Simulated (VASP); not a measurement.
Output of a VASP run:

### OUTCAR
```
 ion  position               nearest neighbor table
   1  0.000  0.000  0.000-   4 2.74   4 2.74   2 2.74   2 2.74   2 2.74   4 2.74
   2  0.995  0.995  0.254-   3 2.68   3 2.68   3 2.68   1 2.74   1 2.74   1 2.74
   3  0.000  0.000  0.500-   2 2.68   4 2.68   2 2.68   2 2.68   4 2.68   4 2.68
   4  0.005  0.005  0.746-   3 2.68   3 2.68   3 2.68   1 2.74   1 2.74   1 2.74
  LATTYP: Found a trigonal (rhomboedric) cell.
 ALAT       =     8.9731575168
 COS(alpha) =     0.9540591858
 Subroutine PRICEL returns:
 Original cell was already a primitive cell.
 Subroutine GETGRP returns: Found 12 space group operations
The static configuration has the point symmetry D_3d.
The dynamic configuration has the point symmetry D_3d.
 Subroutine INISYM returns: Found 12 space group operations
 Subroutine IBZKPT returns following result:
 Found    248 irreducible k-points:

 Following reciprocal coordinates:
            Coordinates               Weight
  0.000000  0.000000  0.000000      1.000000
  0.066667  0.000000 -0.000000      4.000000
  0.133333  0.000000 -0.000000      4.000000
  0.200000  0.000000 -0.000000      4.000000
  0.266667  0.000000 -0.000000      4.000000
  0.333333  0.000000 -0.000000      4.000000
  0.400000  0.000000 -0.000000      4.000000
  0.466667  0.000000  0.000000      4.000000
  0.066667  0.066667 -0.000000      2.000000
  0.133333  0.066667 -0.000000      4.000000
  0.200000  0.066667 -0.000000      4.000000
  0.266667  0.066667 -0.000000      4.000000
  0.333333  0.066667 -0.000000      4.000000
  0.400000  0.066667  0.000000      4.000000
  0.466667  0.066667  0.000000      4.000000
 -0.466667  0.066667  0.000000      4.000000
 -0.400000  0.066667 -0.000000      4.000000
 -0.333333  0.066667 -0.000000      4.000000
 -0.266667  0.066667  0.000000      4.000000
 -0.200000  0.066667 -0.000000      4.000000
 -0.133333  0.066667 -0.000000      4.000000
 -0.066667  0.066667 -0.000000      2.000000
  0.133333  0.133333 -0.000000      2.000000
  0.200000  0.133333 -0.000000      4.000000
  0.266667  0.133333 -0.000000      4.000000
  0.333333  0.133333 -0.000000      4.000000
  0.400000  0.133333 -0.000000      4.000000
  0.466667  0.133333 -0.000000      4.000000
 -0.466667  0.133333  0.000000      4.000000
 -0.400000  0.133333  0.000000      4.000000
 -0.333333  0.133333 -0.000000      4.000000
 -0.266667  0.133333 -0.000000      4.000000
 -0.200000  0.133333 -0.000000      4.000000
 -0.133333  0.133333  0.000000      2.000000
  0.200000  0.200000 -0.000000      2.000000
  0.266667  0.200000  0.000000      4.000000
  0.333333  0.200000 -0.000000      4.000000
  0.400000  0.200000 -0.000000      4.000000
  0.466667  0.200000 -0.000000      4.000000
 -0.466667  0.200000 -0.000000      4.000000
   k-points           NKPTS =    248   k-points in BZ     NKDIM =    248   number of bands    NBANDS=     22
   number of dos      NEDOS =    601   number of ions     NIONS =      4
   total plane-waves  NPLWV =  23328
   dimension x,y,z NGX =    18 NGY =   18 NGZ =   72
   dimension x,y,z NGXF=    36 NGYF=   36 NGZF=  144
   ions per type =               1   3
   PREC   = accura    normal or accurate (medium, high low for compatibility)
   ISTART =      0    job   : 0-new  1-cont  2-samecut
   ICHARG =      2    charge: 1-file 2-atom 10-const
   ISPIN  =      1    spin polarized calculation?
   LNONCOLLINEAR =      F non collinear calculations
   LSORBIT =      F    spin-orbit coupling
   INIWAV =      1    electr: 0-lowe 1-rand  2-diag
   ENCUT  =  400.0 eV  29.40 Ry    5.42 a.u.   4.44  4.44 17.68*2*pi/ulx,y,z
   NELM   =    100;   NELMIN=  2; NELMDL= -5     # of ELM steps
   EDIFF  = 0.1E-06   stopping-criterion for ELM
   LREAL  =      F    real-space projection
   NLSPLINE    = F    spline interpolate recip. space projectors
   LMAXMIX     =    6 max onsite mixed and CHGCAR
   VOSKOWN=      0    Vosko Wilk Nusair interpolation
   EDIFFG = 0.1E-05   stopping-criterion for IOM
...
```

File OSZICAR:
```
       N       E                     dE             d eps       ncg     rms          rms(c)
DAV:   1     0.305270434113E+03    0.30527E+03   -0.14301E+04 10912   0.132E+03
DAV:   2    -0.172855159580E+02   -0.32256E+03   -0.31172E+03 11278   0.433E+02
DAV:   3    -0.370427756825E+02   -0.19757E+02   -0.18956E+02 15484   0.994E+01
DAV:   4    -0.378425117012E+02   -0.79974E+00   -0.77166E+00 12748   0.199E+01
DAV:   5    -0.378696912520E+02   -0.27180E-01   -0.27058E-01 13940   0.312E+00    0.287E+01
DAV:   6    -0.373808911499E+02    0.48880E+00   -0.18582E+01 16406   0.450E+01    0.215E+01
DAV:   7    -0.373661367525E+02    0.14754E-01   -0.47229E+01 16434   0.591E+01    0.140E+01
DAV:   8    -0.359544500221E+02    0.14117E+01   -0.43530E+00 16416   0.218E+01    0.648E+00
DAV:   9    -0.354803960618E+02    0.47405E+00   -0.19769E+00 16484   0.182E+01    0.447E+00
DAV:  10    -0.352817604737E+02    0.19864E+00   -0.78145E-01 16994   0.885E+00    0.171E+00
DAV:  11    -0.352695145161E+02    0.12246E-01   -0.54122E-02 12222   0.219E+00    0.799E-01
DAV:  12    -0.352647384085E+02    0.47761E-02   -0.21080E-02 16626   0.127E+00    0.185E-01
DAV:  13    -0.352647633698E+02   -0.24961E-04   -0.15700E-03 12380   0.330E-01    0.638E-02
DAV:  14    -0.352647487800E+02    0.14590E-04   -0.71559E-05 15292   0.673E-02    0.275E-02
DAV:  15    -0.352647455988E+02    0.31812E-05   -0.86625E-06 13366   0.282E-02    0.115E-02
DAV:  16    -0.352647513261E+02   -0.57273E-05   -0.83909E-06 16478   0.292E-02    0.318E-03
DAV:  17    -0.352647488021E+02    0.25240E-05   -0.97305E-07 13122   0.114E-02    0.632E-04
DAV:  18    -0.352647489156E+02   -0.11344E-06   -0.37521E-08  5864   0.185E-03    0.381E-04
DAV:  19    -0.352647490818E+02   -0.16626E-06   -0.78221E-09  5624   0.950E-04    0.291E-04
DAV:  20    -0.352647492971E+02   -0.21531E-06   -0.60766E-09  5624   0.726E-04    0.609E-05
DAV:  21    -0.352647492797E+02    0.17439E-07   -0.14967E-09  5546   0.369E-04
   1 F= -.35264749E+02 E0= -.35264749E+02  d E =0.000000E+00
```

OUTCAR:
```
------------------------ aborting loop because EDIFF is reached ----------------------------------------
  FORCE on cell =-STRESS in cart. coord.  units (eV):
  Direction    XX          YY          ZZ          XY          YZ          ZX
  --------------------------------------------------------------------------------------
  Total        0.0546340      0.0546340      0.0546340      0.1754338     -0.1754338     -0.1754338
  in kB        1.5464404      1.5464404      1.5464404      4.9657312     -4.9657312     -4.9657312
  external PRESSURE =       1.5464404 kB  Pullay stress =       0.0000000 kB
  volume of cell :       56.60
      direct lattice vectors                 reciprocal lattice vectors
     0.000000000  1.923289388  1.923289388    -0.260448136  0.259494420  0.260448136
     1.923289388  0.000000000  1.923289388     0.259494420 -0.260448136  0.260448136
     7.665089324  7.665089324  0.028068227     0.065350463  0.065350463 -0.065350463
 POSITION                                       TOTAL-FORCE (eV/Angst)
 -----------------------------------------------------------------------------------
      0.00000      0.00000      0.00000        -0.000000      0.000000      0.000000
      3.85992      3.85992      3.83324         0.025679      0.025679     -0.025679
      3.83254      3.83254      0.01403         0.000000      0.000000      0.000000
      5.72846      5.72846      0.04141        -0.025679     -0.025679      0.025679
 -----------------------------------------------------------------------------------
    total drift:                                0.000000      0.000000      0.000000
  FREE ENERGIE OF THE ION-ELECTRON SYSTEM (eV)
  ---------------------------------------------------
  free  energy   TOTEN  =       -35.2647492797 eV

  energy  without entropy=      -35.2647492797  energy(sigma->0) =      -35.26474928

 total charge

# of ion       s       p       d       tot
------------------------------------------
    1        0.509   0.615   8.487   9.610
    2        0.673   0.701   6.957   8.331
    3        0.678   0.762   6.966   8.406
    4        0.673   0.701   6.957   8.331
--------------------------------------------------
tot          2.533   2.778  29.366  34.678
```
(Selected blocks of OUTCAR.)

File POSCAR:
```
Ir3Pd
1
   -0.0000000000     1.9232893876     1.9232893876
    1.9232893876    -0.0000000000     1.9232893876
    7.6650893237     7.6650893237     0.0280682267
Pd Ir
1 3
Direct
  1.0000000000   0.0000000000   0.0000000000
  0.9946790935   0.9946790935   0.2539906799
  1.0000000000   0.0000000000   0.5000000000
  0.0053209065   0.0053209065   0.7460093201
```

Task: Reconstruct the remaining input files.

Result: This is not unique; one that fits is the input of the run itself, PBEsol GGA, plane waves, VASP's PBE PAW potentials (set 64).

### KPOINTS
```
Automatic mesh
0
Gamma
15 15 4
0 0 0
```

### INCAR
```
ALGO = Normal
EDIFF = 1E-7
ENCUT = 400
GGA = PS
ISIF = 2
ISMEAR = -5
LASPH = .TRUE.
LCHARG = .TRUE.
LEFG = .TRUE.
LMAXMIX = 6
LORBIT = 11
LREAL = .FALSE.
LWAVE = .FALSE.
NEDOS = 601
NELM = 100
PREC = Accurate
SYSTEM = Ir3Pd
```

POTCAR, in this order: Pd Ir (PBE.64 set). Program: vasp_std.

For a metal the tetrahedron method with Blöchl corrections gives inexact stress and forces.

The structure was generated: Ir3Pd was put into an ordered model structure (R-3m), which need not be its known phase. It was relaxed first. The electron count is odd and the run is not spin-polarised, which forces a metal. VASP warned that the highest band is occupied, so more bands are needed.
